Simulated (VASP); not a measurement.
# A slab model of the (1 0 0) face of Pt3Pb, part 3 of 7

Aim: model the (1 0 0) face of Pt3Pb by a slab and find how far its highest filled level lies below the vacuum. The start is a cell from a database of measured crystal structures.

VASP 6.6.1, plane waves and PAW; the level of theory is named at each step.

So far. Step 2 (The bulk reference): Energy at zero smearing: -210.69907 eV. Step 3 (Surface relaxation): The run ended after 16 ionic steps, 0.359 eV below its first step, once the forces on the free atoms met EDIFFG = -0.03.

### 4. Vacuum level and density of states

Level of this step: r2SCAN with rVV10; plane waves and PAW (Pt, Pb) (VASP).

A static run writes the electrostatic potential without exchange and correlation (LVHAR), which is flat in the vacuum and gives the level to count from. The dipole correction cancels the field that unlike faces would set up across the vacuum.

Contents of INCAR:

```
SYSTEM = Pt3Pb
PREC = Normal
ENCUT = 300
EDIFF = 1E-06
NELM = 120
ISMEAR = 0
SIGMA = 0.1
LREAL = .FALSE.
ALGO = Normal
METAGGA = R2SCAN
LUSE_VDW = .TRUE.
IVDW_NL = 2
BPARAM = 11.95
CPARAM = 0.0093
LASPH = .TRUE.
NBANDS = 79
LORBIT = 11
LWAVE = .TRUE.
LCHARG = .TRUE.
IDIPOL = 3
LDIPOL = .TRUE.
DIPOL = 0.5 0.5 0.502
LVHAR = .TRUE.
LVACPOTAV = .TRUE.
LELF = .TRUE.
NEDOS = 1500
```

Contents of POSCAR:

```
Pt3Pb
1.0
    4.0580000000      0.0000000000      0.0000000000
    0.0000000000      4.0580000000      0.0000000000
    0.0000000000      0.0000000000     25.1450000000
Pt Pb
9 3
Direct
    0.0000000000      0.5000000000      0.2982700300
    0.5000000000      0.0000000000      0.2982700300
    0.5000000000      0.5000000000      0.3789620200
    0.0000000000      0.5000000000      0.4596540100
    0.5000000000      0.0000000000      0.4596540100
    0.5000000000      0.5000000000      0.5406246797
    0.0000000000      0.5000000000      0.6233645516
    0.5000000000      0.0000000000      0.6233645516
    0.5000000000      0.5000000000      0.6970228859
    0.0000000000      0.0000000000      0.3789620200
    0.0000000000      0.0000000000      0.5430129828
    0.0000000000      0.0000000000      0.7180680433
```

Contents of KPOINTS:

```
Automatic mesh
0
Gamma
5 5 1
0 0 0
```

Contents of KPOINTS_OPT:

```
Line mode
14
Line-mode
Reciprocal
  0.50000000   0.50000000   0.00000000 M
  0.00000000   0.00000000   0.00000000 GAMMA

  0.00000000   0.00000000   0.00000000 GAMMA
  0.00000000   0.50000000   0.00000000 X

  0.00000000   0.50000000   0.00000000 X
  0.50000000   0.50000000   0.00000000 M
```

PAW data sets: Pt and Pb (PBE family, release 64).

Started as:

```bash
> mpirun -np 2 vasp_std
```

Output:

```text
[banner, memory and clock lines left out]
running    2 mpi-ranks, on    1 nodes
 distrk:  each k-point on    2 cores,    1 groups
 distr:  one band on    1 cores,    2 groups

 POSCAR found type information on POSCAR PtPb
 POSCAR found :  2 types and      12 ions
 [... a notice as in an earlier step ...]

 [... a notice as in an earlier step ...]

 LDA part: xc-table for (None), standard interpolation
|                                                                             |
|           W    W    AA    RRRRR   N    N  II  N    N   GGGG   !!!           |
|           W    W   A  A   R    R  NN   N  II  NN   N  G    G  !!!           |
|           W    W  A    A  R    R  N N  N  II  N N  N  G       !!!           |
|           W WW W  AAAAAA  RRRRR   N  N N  II  N  N N  G  GGG   !            |
|           WW  WW  A    A  R   R   N   NN  II  N   NN  G    G                |
|           W    W  A    A  R    R  N    N  II  N    N   GGGG   !!!           |
|                                                                             |
|     The number of bands has been changed from the values supplied in        |
|     The orbitals not found in the WAVECAR file will be initialized with     |
|     random numbers, which is usually adequate. For correlated               |
|     calculations, however, you should redo the groundstate calculation.     |
|     I found NBANDS = 79. Now, NBANDS = 80.                                  |
|                                                                             |

 POSCAR, INCAR and KPOINTS ok, starting setup
 FFT: planning ... GRIDC
 FFT: planning ... GRID_SOFT
 FFT: planning ... GRID
 WAVECAR not read
 entering main loop
       N       E                     dE             d eps       ncg     rms          rms(c)
Total rVV10 correction in eV:      2.8842970   149.7254159
DAV:   1    -0.111391808410E+03   -0.11139E+03   -0.32775E+04   976   0.716E+02
DAV:   2    -0.629865032482E+03   -0.51847E+03   -0.47906E+03  1152   0.191E+02
DAV:   3    -0.657385319357E+03   -0.27520E+02   -0.26592E+02  1128   0.424E+01
DAV:   4    -0.657926670863E+03   -0.54135E+00   -0.54039E+00  1168   0.594E+00
DAV:   5    -0.657937721953E+03   -0.11051E-01   -0.11050E-01  1136   0.892E-01    0.293E+01
Total rVV10 correction in eV:      2.7795224   149.7276976
DAV:   6    -0.633397751812E+03    0.24540E+02   -0.43463E+01  1112   0.238E+01    0.276E+01
Total rVV10 correction in eV:      2.7705402   149.7394702
DAV:   7    -0.671009636792E+03   -0.37612E+02   -0.14333E+02  1280   0.584E+01    0.511E+01
Total rVV10 correction in eV:      2.7534571   149.7485379
DAV:   8    -0.639824808252E+03    0.31185E+02   -0.92880E+01  1200   0.257E+01    0.243E+01
Total rVV10 correction in eV:      2.7419816   149.7372321
DAV:   9    -0.637468772011E+03    0.23560E+01   -0.16090E+01  1104   0.248E+01    0.198E+01
Total rVV10 correction in eV:      2.7509014   149.7346809
DAV:  10    -0.628825130113E+03    0.86436E+01   -0.15996E+01  1104   0.174E+01    0.605E+00
Total rVV10 correction in eV:      2.7514185   149.7301101
DAV:  11    -0.628474433934E+03    0.35070E+00   -0.34911E+00  1080   0.711E+00    0.330E+00
Total rVV10 correction in eV:      2.7459070   149.7274925
DAV:  12    -0.628496531359E+03   -0.22097E-01   -0.35001E-01  1096   0.271E+00    0.273E+00
Total rVV10 correction in eV:      2.7464475   149.7273827
DAV:  13    -0.628485433405E+03    0.11098E-01   -0.61905E-02  1072   0.118E+00    0.176E+00
Total rVV10 correction in eV:      2.7470995   149.7265226
DAV:  14    -0.628498844287E+03   -0.13411E-01   -0.65127E-02  1024   0.144E+00    0.157E+00
Total rVV10 correction in eV:      2.7488527   149.7264561
DAV:  15    -0.628485408412E+03    0.13436E-01   -0.30612E-02  1048   0.847E-01    0.688E-01
Total rVV10 correction in eV:      2.7497011   149.7260867
DAV:  16    -0.628481707022E+03    0.37014E-02   -0.12833E-02  1048   0.510E-01    0.361E-01
Total rVV10 correction in eV:      2.7500617   149.7257527
DAV:  17    -0.628480882260E+03    0.82476E-03   -0.26159E-03  1040   0.186E-01    0.275E-01
Total rVV10 correction in eV:      2.7507792   149.7256115
DAV:  18    -0.628480712274E+03    0.16999E-03   -0.12035E-03  1048   0.140E-01    0.178E-01
Total rVV10 correction in eV:      2.7517634   149.7254347
DAV:  19    -0.628480534928E+03    0.17735E-03   -0.31582E-03  1024   0.227E-01    0.151E-01
Total rVV10 correction in eV:      2.7524488   149.7254096
DAV:  20    -0.628480459020E+03    0.75908E-04   -0.14883E-03  1032   0.145E-01    0.439E-02
Total rVV10 correction in eV:      2.7532812   149.7253805
DAV:  21    -0.628480545389E+03   -0.86370E-04   -0.36671E-04  1024   0.753E-02    0.336E-02
Total rVV10 correction in eV:      2.7536015   149.7253767
DAV:  22    -0.628480645545E+03   -0.10016E-03   -0.93966E-05  1000   0.420E-02    0.201E-02
Total rVV10 correction in eV:      2.7538694   149.7253809
DAV:  23    -0.628480784674E+03   -0.13913E-03   -0.47011E-05  1024   0.319E-02    0.150E-02
Total rVV10 correction in eV:      2.7542869   149.7254005
DAV:  24    -0.628481269850E+03   -0.48518E-03   -0.16227E-04  1040   0.660E-02    0.101E-02
Total rVV10 correction in eV:      2.7544183   149.7254299
DAV:  25    -0.628481513475E+03   -0.24363E-03   -0.32258E-05  1072   0.277E-02    0.781E-03
Total rVV10 correction in eV:      2.7545211   149.7254819
DAV:  26    -0.628481730491E+03   -0.21702E-03   -0.60355E-05  1056   0.346E-02    0.135E-02
Total rVV10 correction in eV:      2.7545143   149.7255074
DAV:  27    -0.628481767123E+03   -0.36633E-04   -0.14129E-05  1072   0.178E-02    0.605E-03
Total rVV10 correction in eV:      2.7544710   149.7255408
DAV:  28    -0.628481806875E+03   -0.39751E-04   -0.84633E-06  1032   0.142E-02    0.460E-03
Total rVV10 correction in eV:      2.7544509   149.7255660
DAV:  29    -0.628481868004E+03   -0.61129E-04   -0.29532E-06   912   0.795E-03    0.340E-03
Total rVV10 correction in eV:      2.7544225   149.7255918
DAV:  30    -0.628481884216E+03   -0.16212E-04   -0.29914E-06   888   0.875E-03    0.352E-03
Total rVV10 correction in eV:      2.7544087   149.7256008
DAV:  31    -0.628481869317E+03    0.14899E-04   -0.79718E-07   776   0.419E-03    0.306E-03
Total rVV10 correction in eV:      2.7543952   149.7256092
DAV:  32    -0.628481854943E+03    0.14374E-04   -0.19317E-06   864   0.703E-03    0.266E-03
Total rVV10 correction in eV:      2.7543910   149.7256112
DAV:  33    -0.628481855547E+03   -0.60443E-06   -0.92988E-07   752   0.517E-03
|                                                                             |
|           W    W    AA    RRRRR   N    N  II  N    N   GGGG   !!!           |
|           W    W   A  A   R    R  NN   N  II  NN   N  G    G  !!!           |
|           W    W  A    A  R    R  N N  N  II  N N  N  G       !!!           |
|           W WW W  AAAAAA  RRRRR   N  N N  II  N  N N  G  GGG   !            |
|           WW  WW  A    A  R   R   N   NN  II  N   NN  G    G                |
|           W    W  A    A  R    R  N    N  II  N    N   GGGG   !!!           |
|                                                                             |
|     Did not find any points to average over, which means that no vacuum     |
|     field-free region was found. Please increase the size of  your cell     |
|     in the dimension of the dipole correction to obtain accurate            |
|     workfunction values.                                                    |
|                                                                             |

Total rVV10 correction in eV:      2.7543667   149.7256133
Total rVV10 correction in eV:      2.7543869   149.7256111
   1 F= -.62848186E+03 E0= -.62845904E+03  d E =-.456240E-01
 Start KPOINTS_OPT (optional k-point list driver)
k-point batch [1-6\42]
       N       E                     dE             ncg
DAV:   1     0.247605014531E+04   -0.12043E+05      960
DAV:   2    -0.582495040920E+03   -0.30585E+04     1168
DAV:   3    -0.761562863177E+03   -0.17907E+03     1104
DAV:   4    -0.765045335134E+03   -0.34825E+01     1104
DAV:   5    -0.765121392549E+03   -0.76057E-01     1072
DAV:   6    -0.765124698252E+03   -0.33057E-02     1160
DAV:   7    -0.765124794917E+03   -0.96665E-04     1064
DAV:   8    -0.765124799455E+03   -0.45381E-05     1024
DAV:   9    -0.765124799609E+03   -0.15441E-06      656
[...]
k-point batch [37-42\42]
       N       E                     dE             ncg
DAV:   1     0.240634173203E+04   -0.12762E+05      976
DAV:   2    -0.576768141210E+03   -0.29831E+04     1168
DAV:   3    -0.753526125895E+03   -0.17676E+03     1096
DAV:   4    -0.756903501074E+03   -0.33774E+01     1120
DAV:   5    -0.756971820258E+03   -0.68319E-01     1128
DAV:   6    -0.756974433762E+03   -0.26135E-02     1168
DAV:   7    -0.756974506741E+03   -0.72979E-04     1144
DAV:   8    -0.756974509753E+03   -0.30116E-05      952
DAV:   9    -0.756974509890E+03   -0.13708E-06      656
 writing wavefunctions
```

Run time: 11 min. Hardware: 2 MPI ranks of AMD EPYC 7R43, shared host; peak memory 0.46 GiB; 22 min of CPU time.

Parts of OUTCAR (step 4):

```text
The static configuration has the point symmetry C_4v.

 Found      6 irreducible k-points:

   k-points           NKPTS =      6   k-points in BZ     NKDIM =      6   number of bands    NBANDS=     80

   NELECT =     102.0000    total number of electrons

 dipolmoment           0.000000      0.000000     -0.130366 electrons x Angstroem

 E-fermi :   2.2357

 k-point     1 :       0.0000    0.0000    0.0000
  band No.  band energies     occupation
    ...
     44       1.5650      2.00000
     45       1.8452      2.00000
     46       1.9453      1.99996
     47       1.9453      1.99996
     48       2.0734      1.97828
     49       2.4819      0.00050
     50       2.5287      0.00003
     51       2.6381      0.00000
     52       2.6660      0.00000
     53       2.6660      0.00000
    ...

 k-point     2 :       0.2000    0.0000    0.0000
  band No.  band energies     occupation
    ...
     47       1.6446      2.00000
     48       1.7669      2.00000
     49       1.8057      2.00000
     50       1.9963      1.99929
     51       2.1524      1.76104
     52       2.4367      0.00446
     53       3.0794      0.00000
     54       3.2416      0.00000
     55       3.9722      0.00000
     56       4.2218      0.00000
    ...

  Total       -7.1288587     -7.1288587     -2.1788746      0.0000000      0.0000000      0.0000000
  in kB      -27.5838489    -27.5838489     -8.4307670      0.0000000      0.0000000      0.0000000
  external PRESSURE =     -21.1994883 kB  Pullay stress =       0.0000000 kB

 POSITION                                       TOTAL-FORCE (eV/Angst)
 -----------------------------------------------------------------------------------
      0.00000      2.02900      7.50000         0.000000      0.000000      0.472182
      2.02900      0.00000      7.50000         0.000000      0.000000      0.472182
      2.02900      2.02900      9.52900         0.000000      0.000000     -0.218865
      0.00000      2.02900     11.55800         0.000000      0.000000      0.075131
      2.02900      0.00000     11.55800         0.000000      0.000000      0.075131
      2.02900      2.02900     13.59401        -0.000000     -0.000000     -0.023557
      0.00000      2.02900     15.67450         0.000000     -0.000000      0.003236
      2.02900      0.00000     15.67450         0.000000      0.000000      0.003236
      2.02900      2.02900     17.52664         0.000000     -0.000000      0.008175
      0.00000      0.00000      9.52900         0.000000      0.000000     -0.879584
      0.00000      0.00000     13.65406         0.000000      0.000000      0.000202
      0.00000      0.00000     18.05582         0.000000      0.000000      0.012531
 -----------------------------------------------------------------------------------
    total drift:                                0.000000      0.000000      0.010334

  FREE ENERGIE OF THE ION-ELECTRON SYSTEM (eV)
  ---------------------------------------------------
  free  energy   TOTEN  =      -628.4818555472 eV

  energy  without entropy=     -628.4362315012  energy(sigma->0) =     -628.45904352

 vacuum level on the upper side and lower side of the slab         6.457         7.890

 total charge
# of ion       s       p       d       tot
------------------------------------------
    1        0.594   0.312   8.129   9.035
    2        0.594   0.312   8.129   9.035
    3        0.601   0.481   8.160   9.242
    4        0.593   0.488   8.172   9.253
    5        0.593   0.488   8.172   9.253
    6        0.593   0.482   8.184   9.259
    7        0.603   0.487   8.135   9.225
    8        0.603   0.487   8.135   9.225
    9        0.630   0.397   8.171   9.198
   10        1.555   1.739   0.389   3.683
   11        1.543   1.746   0.378   3.667
   12        1.623   1.369   0.154   3.146
--------------------------------------------------
tot         10.124   8.787  74.308  93.220

[... 7 parts as in an earlier step ...]

[... 5 further parts left out ...]
```

Numbers from this step:

| Quantity | Value |
| --- | --- |
| electronic cycles | 33 |
| Fermi energy | 2.236 eV |
| DOS at the Fermi level | 9.012 states/eV/cell |
| dipole moment | 0, 0, -0.1304 e·Å |
| vacuum levels | 6.457, 7.89 eV |
| work functions of the upper and lower face | 4.221, 5.654 eV |

The electronic bands at the labelled points (eV, zero at the Fermi level; # counts the bands kept, so #1 is VASP's band 3):

| point | #46 | #47 | #48 | #49 | #50 | #51 | #52 | #53 |
| --- | --- | --- | --- | --- | --- | --- | --- | --- |
| M | -0.87 | -0.72 | -0.45 | -0.15 | -0.13 | -0.13 | 0.42 | 0.60 |
| 0.54 of the way | -0.67 | -0.51 | -0.16 | 0.02 | 0.34 | 1.00 | 1.04 | 1.46 |
| Γ | -0.16 | 0.25 | 0.29 | 0.40 | 0.43 | 0.43 | 1.00 | 1.79 |
| 0.46 of the way | -0.59 | -0.51 | -0.35 | -0.15 | 0.12 | 0.89 | 0.93 | 1.95 |
| X | -1.17 | -0.90 | -0.65 | -0.48 | 0.02 | 0.60 | 0.76 | 1.27 |
| 0.46 of the way | -0.91 | -0.68 | -0.44 | -0.32 | 0.07 | 0.25 | 0.67 | 1.26 |
| M | -0.87 | -0.72 | -0.45 | -0.15 | -0.13 | -0.13 | 0.42 | 0.60 |

Of the projections kept (Pt, Pb), the largest for each band there; the rest of the weight can lie on other orbitals:

| point | #46 | #47 | #48 | #49 | #50 | #51 | #52 | #53 |
| --- | --- | --- | --- | --- | --- | --- | --- | --- |
| M | Pt 0.99 | Pt 0.76 | Pt 1.00 | Pt 1.00 | Pt 0.96 | Pt 0.96 | Pt 0.97 | Pt 0.88 |
| Γ | Pt 1.00 | Pt 1.00 | Pt 1.00 | Pt 0.63 | Pt 0.61 | Pt 0.61 | Pt 1.00 | Pt 0.59 |
| X | Pt 0.99 | Pt 0.99 | Pt 0.99 | Pt 0.83 | Pt 1.00 | Pt 0.87 | Pt 0.81 | Pt 0.73 |
| M | Pt 0.99 | Pt 0.76 | Pt 1.00 | Pt 1.00 | Pt 0.96 | Pt 0.96 | Pt 0.97 | Pt 0.88 |

The density of states has structure finer than the step of the table below, so its rows give means over 1 eV, whole bins alone (the curve runs from -12.0 to 7.88 eV). Peaks (eV: height): total -2.2: 27.8, -2.0: 25.8, -1.6: 26.8, -1.3: 23.7; Pt s -7.2: 1.73, -6.8: 1.91, -6.3: 1.86, -5.8: 2.07; Pt p 4.2: 1.67, 5.4: 1.45, 7.4: 1.20, 7.7: 1.38; Pt d -2.2: 24.0, -2.0: 22.4, -1.6: 23.0, -1.3: 20.1; Pb s -11.4: 1.16, -10.5: 2.29, -10.2: 4.66, -9.1: 3.05.

Means over bins of 0.082 eV. Density of states against energy, zero at the Fermi level; means over each step; values in states/eV/cell:

| energy (eV) | total | Pt s | Pt p | Pt d | Pb s | Pb p |
| --- | --- | --- | --- | --- | --- | --- |
| -11 | 1.67 | 0.305 | 0.0966 | 0.0743 | 1.04 | 0.0228 |
| -10 | 2.62 | 0.216 | 0.148 | 0.284 | 1.76 | 0.0229 |
| -9 | 1.28 | 0.0575 | 0.0544 | 0.119 | 0.880 | 0.0181 |
| -8 | 0.152 | 0.0590 | 0.00866 | 0.0219 | 0.00749 | 0.0322 |
| -7 | 3.54 | 1.11 | 0.186 | 0.996 | 0.153 | 0.601 |
| -6 | 5.58 | 1.25 | 0.276 | 2.47 | 0.0635 | 0.798 |
| -5 | 14.1 | 0.753 | 0.536 | 10.1 | 0.0338 | 1.21 |
| -4 | 16.9 | 0.430 | 0.754 | 13.0 | 0.0813 | 0.893 |
| -3 | 13.5 | 0.231 | 0.626 | 10.6 | 0.0988 | 0.606 |
| -2 | 22.1 | 0.381 | 0.523 | 19.1 | 0.0568 | 0.267 |
| -1 | 15.0 | 0.346 | 0.498 | 12.6 | 0.225 | 0.174 |
| 0 | 7.65 | 0.236 | 0.410 | 5.71 | 0.132 | 0.418 |
| 1 | 5.80 | 0.664 | 0.482 | 3.02 | 0.291 | 0.622 |
| 2 | 4.53 | 0.403 | 0.659 | 1.59 | 0.169 | 0.880 |
| 3 | 3.82 | 0.566 | 0.647 | 0.834 | 0.261 | 0.574 |
| 4 | 4.87 | 0.719 | 0.810 | 1.01 | 0.101 | 0.754 |
| 5 | 4.47 | 0.741 | 0.631 | 0.758 | 0.139 | 0.581 |
| 6 | 5.95 | 0.782 | 0.737 | 0.706 | 0.0990 | 0.736 |
| 7 | 5.33 | 0.635 | 0.776 | 0.615 | 0.0422 | 0.503 |

The planar average of the electrostatic potential oscillates, so the rows of the table below give means over windows of 2.1 Å about each position, cut where the curve ends. Its maxima inside the range that stand out by 2 % of the span (Å: eV): 2.1: 5.66, 8.5: -2.44, 10.6: -2.92, 12.6: -2.38, 14.7: -2.72, 16.6: -2.21. Its minima: 7.6: -15.7, 9.5: -15.4, 11.5: -16.5, 13.6: -15.5, 15.7: -16.4, 17.7: -13.9.

Zero at the Fermi level. The planar average of the electrostatic potential by height; means over each step:

| height (Å) | planar average of the electrostatic potential (eV) |
| --- | --- |
| 1.05 | 5.60 |
| 3.15 | 5.66 |
| 5.25 | 5.32 |
| 7.35 | -7.98 |
| 9.45 | -9.64 |
| 11.55 | -9.64 |
| 13.65 | -9.74 |
| 15.75 | -9.52 |
| 17.85 | -8.60 |
| 19.95 | 3.37 |
| 22.05 | 4.22 |
| 24.15 | 4.26 |

Density of states in the PAW spheres, an atom over height of the layer and energy from the Fermi level.

Ten even steps from '_' (0.00 states/eV) to '@' (3.02 states/eV), each cell a mean:
```
..__..____......
::..::::__::::..
**::--::__::::__
**......__----__
@@::====__++++__
@@--**==__####__
**--@@@@__##@@__
##--##%%__==++__
--::--==__====..
==::----__--++..
==--==**__++++..
--::====__++**..
====++++..++##..
::==++==..==--__
..==++++..++::__
..::----::--..__
____..::..::::__
__..::......____
__..........____
__........______
________________
________________
```
Columns: height of the layer (Å) from 7.5 to 18.1 (not evenly spaced); rows upwards: energy from the Fermi level (eV) from -7.9 to 0.5.

Force by atom:

| atom | x (eV/Å) | y (eV/Å) | z (eV/Å) | size |
| --- | --- | --- | --- | --- |
| Pt1 | 0.000 | 0.000 | 0.472 | 0.472 |
| Pt2 | 0.000 | 0.000 | 0.472 | 0.472 |
| Pt3 | 0.000 | 0.000 | -0.219 | 0.219 |
| Pt4 | 0.000 | 0.000 | 0.075 | 0.075 |
| Pt5 | 0.000 | 0.000 | 0.075 | 0.075 |
| Pt6 | 0.000 | 0.000 | -0.024 | 0.024 |
| Pt7 | 0.000 | 0.000 | 0.003 | 0.003 |
| Pt8 | 0.000 | 0.000 | 0.003 | 0.003 |
| Pt9 | 0.000 | 0.000 | 0.008 | 0.008 |
| Pb10 | 0.000 | 0.000 | -0.880 | 0.880 |
| Pb11 | 0.000 | 0.000 | 0.000 | 0.000 |
| Pb12 | 0.000 | 0.000 | 0.013 | 0.013 |

Electrostatic potential energy in the ca plane at fractional y = 0.000, with atoms of Pt and Pb within 0.2 Å of it. With pseudopotentials it is smooth inside the atoms' cores, unlike the true potential.

Ten even steps from '0' (-57 eV) to '9' (8 eV), each cell a mean:
```
99999999999999999997543346899986433458999986
99999999999999999998654457999987544568999997
99999999999999987788876678877788766788777898
99999999999999852247988898522378988886323689
99999999999999620016999997200048999984000379
99999999999999610015899997200048999984000279
99999999999999730026999997410268999985101489
99999999999999975468887788754688877888545799
99999999999999998898755568888887655678888998
99999999999999999997544457899986444468999986
99999999999999999997543346899985433457999986
```
Columns run along c (16.0 Å, from fractional 0.06 to 0.70 of the cell; values clipped at the 3rd and 97th percentile), rows up along a (4.1 Å). Atoms in or near the plane, at fractional coordinates: Pt at (0.30, 0.50), Pt at (0.46, 0.50), Pt at (0.62, 0.50), Pb at (0.38, 0.00), Pb at (0.54, 0.00).

[end of part 3 of 7]

[Lines on the potential files, build, host, timing and source positions are cut from VASP's logs without a mark.]

[Logs are printed without paths, hosts, clocks, repeated set-up lines and the standing remarks that a program may print on its own settings, such as how far it seeks lower states.]

[Hosts, paths, dates, database ids (printed as entryN), source tags and the programs' standing remarks are cut or masked in the printed files.]

[In band tables of VASP the shares of atoms and orbitals are scaled to a sum of 1 inside the atoms' spheres.]

[Runs that stopped without an error message from VASP are left out.]

[VASP counts the dipole in electrons times Å, so a positive number points the physical dipole along −c.]
